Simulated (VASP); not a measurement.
**Dynamics of BaLi2Mg2Si2 at finite temperature**

Aim: follow BaLi2Mg2Si2 in time and read averages from the run. The start is a cell from a database of measured crystal structures.

Method: LDA; plane waves and PAW (Ba_sv, Si, Mg, Li), in VASP 6.6.1.

## (1) The starting structure

It takes space group R-3m (No. 166, trigonal). Conventional cell: a = 4.578 Å, b = 4.578 Å, c = 26.052 Å, α = 90.00°, β = 90.00°, γ = 120.00°. Ba has 2 Mg at 3.53 Å and 6 Si at 3.55 Å and 6 Li at 3.64 Å nearest. Si has 3 Li at 2.65 Å and 4 Mg at 2.77 to 2.88 Å and 3 Ba at 3.55 Å nearest. Nearest to Mg lie 4 Si at 2.77 to 2.88 Å and 3 Li at 2.84 Å and 3 Mg at 3.10 Å and 1 Ba at 3.53 Å. Li has 3 Si at 2.65 Å and 3 Mg at 2.84 Å and 3 Ba at 3.64 Å and 1 Li at 3.68 Å nearest. Farther neighbours are not listed.

Coordinates:

```cif
data_structure
_symmetry_space_group_name_H-M 'P 1'
_symmetry_Int_Tables_number 1
_cell_length_a 9.0773
_cell_length_b 9.0773
_cell_length_c 9.0773
_cell_angle_alpha 29.212
_cell_angle_beta 29.212
_cell_angle_gamma 29.212
_cell_volume 157.62
loop_
_atom_site_label
_atom_site_type_symbol
_atom_site_fract_x
_atom_site_fract_y
_atom_site_fract_z
_atom_site_occupancy
Ba1 Ba 0.00000 0.00000 0.00000 1
Si2 Si 0.24210 0.24210 0.24210 1
Si3 Si 0.75790 0.75790 0.75790 1
Mg4 Mg 0.13561 0.13561 0.13561 1
Mg5 Mg 0.86439 0.86439 0.86439 1
Li6 Li 0.57059 0.57059 0.57059 1
Li7 Li 0.42941 0.42941 0.42941 1
```

## (2) Relax the host

The later steps need the crystal at this functional's own lattice; a raised cutoff keeps the stress reliable while the cell changes.

Contents of INCAR:

```
SYSTEM = BaLi2Mg2Si2
PREC = Accurate
ENCUT = 350
EDIFF = 1E-06
NELM = 120
ISMEAR = 0
SIGMA = 0.1
LREAL = .FALSE.
ALGO = Normal
GGA = CA
NBANDS = 19
LORBIT = 11
LWAVE = .FALSE.
LCHARG = .FALSE.
KPAR = 4
IBRION = 2
NSW = 40
ISIF = 3
EDIFFG = -0.02
POTIM = 0.4
```

Contents of POSCAR:

```
BaLi2Mg2Si2
1.0
    2.2890000000      1.3215547662      8.6840000000
   -2.2890000000      1.3215547662      8.6840000000
    0.0000000000     -2.6431095324      8.6840000000
Ba Si Mg Li
1 2 2 2
Direct
    0.0000000000      0.0000000000      0.0000000000
    0.2421000000      0.2421000000      0.2421000000
    0.7579000000      0.7579000000      0.7579000000
    0.1356100000      0.1356100000      0.1356100000
    0.8643900000      0.8643900000      0.8643900000
    0.5705900000      0.5705900000      0.5705900000
    0.4294100000      0.4294100000      0.4294100000
```

Contents of KPOINTS:

```
Automatic mesh
0
Gamma
5 5 5
0 0 0
```

Potentials, in the order of the species: Ba_sv, Si, Mg and Li (LDA family, release 64).

The run is started by

```console
$ mpirun -np 4 vasp_std
```

Output:

```text
[banner, memory and clock lines left out]
running    4 mpi-ranks, on    1 nodes
 distrk:  each k-point on    1 cores,    4 groups
 distr:  one band on    1 cores,    1 groups

 POSCAR found type information on POSCAR BaSiMgLi
 POSCAR found :  4 types and       7 ions
 LDA part: xc-table for (Slater(with rela. corr.)+CA(PZ))
 , standard interpolation
 POSCAR, INCAR and KPOINTS ok, starting setup
 FFT: planning ... GRIDC
 FFT: planning ... GRID_SOFT
 FFT: planning ... GRID
 WAVECAR not read
 entering main loop
       N       E                     dE             d eps       ncg     rms          rms(c)
DAV:   1     0.660353820538E+02    0.66035E+02   -0.72375E+03   722   0.745E+02
DAV:   2    -0.192684753750E+02   -0.85304E+02   -0.83332E+02   955   0.131E+02
DAV:   3    -0.252502094303E+02   -0.59817E+01   -0.59631E+01   947   0.360E+01
DAV:   4    -0.254110775052E+02   -0.16087E+00   -0.16074E+00  1124   0.575E+00
DAV:   5    -0.254135715096E+02   -0.24940E-02   -0.24938E-02  1001   0.649E-01    0.544E+00
DAV:   6    -0.243749779833E+02    0.10386E+01   -0.22056E+00   826   0.455E+00    0.310E+00
DAV:   7    -0.242394408774E+02    0.13554E+00   -0.64210E-01   971   0.266E+00    0.121E+00
DAV:   8    -0.242240873721E+02    0.15354E-01   -0.91493E-02   834   0.108E+00    0.265E-01
DAV:   9    -0.242218902051E+02    0.21972E-02   -0.81851E-03   898   0.347E-01    0.142E-01
DAV:  10    -0.242218327943E+02    0.57411E-04   -0.89825E-04  1014   0.101E-01    0.918E-02
DAV:  11    -0.242218130570E+02    0.19737E-04   -0.10643E-04   864   0.483E-02    0.847E-03
DAV:  12    -0.242218120474E+02    0.10097E-05   -0.89441E-06   877   0.124E-02    0.686E-03
DAV:  13    -0.242218122499E+02   -0.20253E-06   -0.69098E-07   504   0.366E-03
   1 F= -.24221812E+02 E0= -.24219904E+02  d E =-.242218E+02
 curvature:   0.00 expect dE= 0.000E+00 dE for cont linesearch  0.000E+00
 trial: gam= 0.00000 g(F)=  0.106E-03 g(S)=  0.938E-01 ort = 0.000E+00 (trialstep = 0.100E+01)
 search vector abs. value=  0.939E-01
 bond charge predicted
       N       E                     dE             d eps       ncg     rms          rms(c)
DAV:   1    -0.243919379447E+02   -0.17013E+00   -0.30052E+00   767   0.927E+00    0.146E+00
DAV:   2    -0.243101767769E+02    0.81761E-01   -0.18275E-01   879   0.255E+00    0.727E-01
DAV:   3    -0.242842515962E+02    0.25925E-01   -0.12312E-01  1044   0.169E+00    0.155E-01
DAV:   4    -0.242849456641E+02   -0.69407E-03   -0.55508E-03   938   0.347E-01    0.115E-01
DAV:   5    -0.242853308871E+02   -0.38522E-03   -0.27284E-04  1126   0.709E-02    0.546E-02
DAV:   6    -0.242854322486E+02   -0.10136E-03   -0.70912E-05  1159   0.342E-02    0.154E-02
DAV:   7    -0.242854364404E+02   -0.41918E-05   -0.72242E-06  1105   0.121E-02    0.810E-03
DAV:   8    -0.242854362632E+02    0.17724E-06   -0.12694E-06   632   0.541E-03
   2 F= -.24285436E+02 E0= -.24283450E+02  d E =-.636240E-01
[...]
3 F= -.24293068E+02 E0= -.24290991E+02  d E =-.712562E-01
[...]
4 F= -.24293082E+02 E0= -.24290996E+02  d E =-.712697E-01
[...]
5 F= -.24293882E+02 E0= -.24291713E+02  d E =-.800038E-03
[...]
6 F= -.24294175E+02 E0= -.24291906E+02  d E =-.109335E-02
 curvature:  -1.14 expect dE=-0.139E-03 dE for cont linesearch -0.135E-06
 trial: gam= 0.10400 g(F)=  0.603E-04 g(S)=  0.611E-04 ort = 0.108E-04 (trialstep = 0.133E+01)
 search vector abs. value=  0.134E-03
 bond charge predicted
       N       E                     dE             d eps       ncg     rms          rms(c)
DAV:   1    -0.242943271010E+02   -0.15173E-03   -0.23107E-03   725   0.235E-01    0.220E-02
DAV:   2    -0.242943197941E+02    0.73069E-05   -0.87700E-05   968   0.480E-02    0.107E-02
DAV:   3    -0.242943147148E+02    0.50794E-05   -0.87157E-06   977   0.146E-02    0.425E-03
DAV:   4    -0.242943140439E+02    0.67089E-06   -0.18182E-06   552   0.656E-03
   7 F= -.24294314E+02 E0= -.24292062E+02  d E =-.138717E-03
 trial-energy change:   -0.000139  1 .order   -0.000140   -0.000162   -0.000117
 step:   4.7478(harm=  4.7478)  dis= 0.00585  next Energy=   -24.294466 (dE=-0.291E-03)
 reached required accuracy - stopping structural energy minimisation
```

The job ended after 68 s (4 MPI ranks of Intel Xeon 6975P-C (Granite Rapids), shared host; peak memory 1.6 GiB; 4.5 min of CPU time).

The logs omit lines about the potential files and the build; timing stands in the text.

Parts of OUTCAR (step 2):

```text
ion  position               nearest neighbor table
   1  0.000  0.000  0.000-   4 3.53   5 3.53   3 3.55   3 3.55   2 3.55   2 3.55   3 3.55   2 3.55
                             6 3.64   7 3.64   6 3.64   7 3.64   6 3.64   7 3.64
   2  0.242  0.242  0.242-   6 2.65   6 2.65   6 2.65   4 2.77   5 2.88   5 2.88   5 2.88   1 3.55
                             1 3.55   1 3.55
   3  0.758  0.758  0.758-   7 2.65   7 2.65   7 2.65   5 2.77   4 2.88   4 2.88   4 2.88   1 3.55
                             1 3.55   1 3.55
   4  0.136  0.136  0.136-   2 2.77   7 2.84   7 2.84   7 2.84   3 2.88   3 2.88   3 2.88   5 3.10
                             5 3.10   5 3.10   1 3.53
   5  0.864  0.864  0.864-   3 2.77   6 2.84   6 2.84   6 2.84   2 2.88   2 2.88   2 2.88   4 3.10
                             4 3.10   4 3.10   1 3.53
   6  0.571  0.571  0.571-   2 2.65   2 2.65   2 2.65   5 2.84   5 2.84   5 2.84   1 3.64   1 3.64
                             1 3.64
   7  0.429  0.429  0.429-   3 2.65   3 2.65   3 2.65   4 2.84   4 2.84   4 2.84   1 3.64   1 3.64
                             1 3.64

  LATTYP: Found a trigonal (rhomboedric) cell.
 ALAT       =     9.0773280210
 COS(alpha) =     0.8728238944

 Subroutine GETGRP returns: Found 12 space group operations
 (whereof 12 operations were pure point group operations)

The static configuration has the point symmetry D_3d.

 Found     19 irreducible k-points:

   k-points           NKPTS =     19   k-points in BZ     NKDIM =     19   number of bands    NBANDS=     19

   dimension x,y,z NGX =    56 NGY =   56 NGZ =   56
   dimension x,y,z NGXF=   112 NGYF=  112 NGZF=  112

   ENCUT  =  350.0 eV  25.72 Ry    5.07 a.u.  13.85 13.85 13.85*2*pi/ulx,y,z

   NELECT =      24.0000    total number of electrons

 k-points in reciprocal lattice and weights: Automatic mesh
   0.00000000  0.00000000  0.00000000       0.008
   0.20000000  0.00000000  0.00000000       0.048
   0.40000000  0.00000000  0.00000000       0.048
   0.20000000  0.20000000  0.00000000       0.048
   0.40000000  0.20000000  0.00000000       0.096
  -0.40000000  0.20000000  0.00000000       0.096
  -0.20000000  0.20000000  0.00000000       0.048
   0.40000000  0.40000000  0.00000000       0.048
  -0.40000000  0.40000000  0.00000000       0.048
[...]
0.40000000  0.40000000  0.40000000       0.016
  -0.40000000  0.40000000  0.40000000       0.048

 average (electrostatic) potential at core
       1 -35.7450       2 -86.6035       3 -86.6035       4 -38.0932       5 -38.0932
       6 -27.9649       7 -27.9649

 E-fermi :   3.3454

 k-point     1 :       0.0000    0.0000    0.0000
  band No.  band energies     occupation
    ...
      6      -3.5786      2.00000
      7      -0.4517      2.00000
      8       2.8925      2.00000
      9       2.8925      2.00000
     10       3.1851      1.97662
     11       3.5457      0.00463
     12       3.5457      0.00463
     13       3.7104      0.00000
     14       5.1383      0.00000
     15       5.1383      0.00000
    ...

 k-point     2 :       0.2000    0.0000    0.0000
  band No.  band energies     occupation
    ...
      8       1.5467      2.00000
      9       2.0194      2.00000
     10       2.3059      2.00000
     11       2.8581      2.00000
     12       3.1128      1.99900
     13       3.9644      0.00000
     14       4.7850      0.00000
     15       5.4180      0.00000
     16       6.1416      0.00000
     17       6.1553      0.00000
    ...

 k-point     3 :       0.4000    0.0000    0.0000
  band No.  band energies     occupation
    ...
      8       0.1468      2.00000
      9       1.2413      2.00000
     10       1.6954      2.00000
     11       2.5433      2.00000
     12       2.7210      2.00000
     13       3.7203      0.00000
     14       4.6374      0.00000
     15       5.6700      0.00000
     16       5.9543      0.00000
     17       6.1297      0.00000
    ...

  Total        0.0233585      0.0233585     -0.0661425      0.0000000     -0.0000000      0.0000000
  in kB        0.2517604      0.2517604     -0.7128920      0.0000000     -0.0000000      0.0000000
  external PRESSURE =      -0.0697904 kB  Pullay stress =       0.0000000 kB

  energy-cutoff  :      350.00
  volume of cell :      148.65
      direct lattice vectors                 reciprocal lattice vectors
     2.238256300  1.292257877  8.565592281     0.223388179  0.128973226  0.038915386
    -2.238256300  1.292257877  8.565592281    -0.223388179  0.128973226  0.038915386
     0.000000000 -2.584515754  8.565592281     0.000000000 -0.257946451  0.038915386

 POSITION                                       TOTAL-FORCE (eV/Angst)
 -----------------------------------------------------------------------------------
      0.00000      0.00000      0.00000         0.000000      0.000000     -0.000000
      0.00000      0.00000      6.22882         0.000000     -0.000000      0.016248
      0.00000      0.00000     19.46795         0.000000      0.000000     -0.016248
      0.00000      0.00000      3.48582         0.000000     -0.000000      0.002576
      0.00000      0.00000     22.21096         0.000000      0.000000     -0.002576
      0.00000      0.00000     14.65839         0.000000      0.000000     -0.013770
      0.00000      0.00000     11.03839         0.000000      0.000000      0.013770
 -----------------------------------------------------------------------------------
    total drift:                                0.000000      0.000000      0.000000

  FREE ENERGIE OF THE ION-ELECTRON SYSTEM (eV)
  ---------------------------------------------------
  free  energy   TOTEN  =       -24.2943140439 eV

  energy  without entropy=      -24.2898099690  energy(sigma->0) =      -24.29206201

 reached required accuracy - stopping structural energy minimisation

 total charge
# of ion       s       p       d       tot
------------------------------------------
    1        2.022   5.581   0.352   7.955
    2        0.776   0.908   0.000   1.684
    3        0.776   0.908   0.000   1.684
    4        0.202   0.160   0.022   0.384
    5        0.202   0.160   0.022   0.384
    6        0.122   0.240   0.000   0.362
    7        0.122   0.240   0.000   0.362
--------------------------------------------------
tot          4.222   8.196   0.397  12.815

[... 3 further parts left out ...]
```

CONTCAR:

```
BaLi2Mg2Si2
   1.00000000000000
     2.2382562996348203    1.2922578771328292    8.5655922808900584
    -2.2382562996348203    1.2922578771328292    8.5655922808900584
     0.0000000000000000   -2.5845157542656585    8.5655922808900584
  Ba              Si              Mg              Li
     1     2     2     2
Direct
     0.0000000000000000    0.0000000000000000    0.0000000000000000
     0.2423970708711998    0.2423970708711998    0.2423970708711998
     0.7576029291288001    0.7576029291288001    0.7576029291288001
     0.1356520337262841    0.1356520337262841    0.1356520337262841
     0.8643479662737159    0.8643479662737159    0.8643479662737159
     0.5704369378119268    0.5704369378119268    0.5704369378119268
     0.4295630621880732    0.4295630621880732    0.4295630621880732
```

The k-mesh is coarse for a metal. Harder data sets than Ba_sv exist (the GW ones), and pressures, volumes and forces can shift noticeably with them. The run keeps the 12 symmetry operations of its start, so it cannot find a distortion of lower symmetry.

The steps of the relaxation:

```csv
step,energy less that of the first step (eV),largest force (eV/Å),pressure (GPa),volume (Å³)
1,0.0000,0.0251,-2.40,157.62
2,-0.0636,0.0472,-0.83,151.53
3,-0.0713,0.0794,-0.02,148.84
4,-0.0713,0.0815,0.03,148.67
5,-0.0721,0.0529,0.02,148.65
6,-0.0724,0.0235,0.01,148.63
7,-0.0725,0.0162,-0.01,148.65
```

```csv
"conventional cell, symmetrised",before,after,change
a (Å),4.578,4.477,-2.2 %
b (Å),4.578,4.477,-2.2 %
c (Å),26.052,25.697,-1.4 %
volume (Å³/atom),22.52,21.24,-5.7 %
```

The relaxed structure:

```
Ba Si Mg Li
1.0
     2.23826    1.29226    8.56559
    -2.23826    1.29226    8.56559
     0.00000   -2.58452    8.56559
Ba Si Mg Li
1 2 2 2
Direct
  0.00000 0.00000 0.00000
  0.24240 0.24240 0.24240
  0.75760 0.75760 0.75760
  0.13565 0.13565 0.13565
  0.86435 0.86435 0.86435
  0.57044 0.57044 0.57044
  0.42956 0.42956 0.42956
```

This step gave:

| Item | Value |
| --- | --- |
| electronic cycles | 47 |
| electrons | 24 |
| free energy (TOTEN) | -24.29 eV |
| energy at zero smearing | -24.29 eV |
| Fermi energy | 3.345 eV |
| labelled metallic, from the levels on this mesh | yes |

The run ended after 7 ionic steps, 0.073 eV below its first step, once forces and stress met EDIFFG = -0.02.

(Continued in part 2 of 3.)

[Lines on the potential files, build, host, timing and source positions are cut from VASP's logs without a mark.]

[Logs are printed without paths, hosts, clocks, repeated set-up lines and the standing remarks that a program may print on its own settings, such as how far it seeks lower states.]

[Hosts, paths, dates, database ids (printed as entryN), source tags and the programs' standing remarks are cut or masked in the printed files.]

[Runs that stopped without an error message from VASP are left out.]
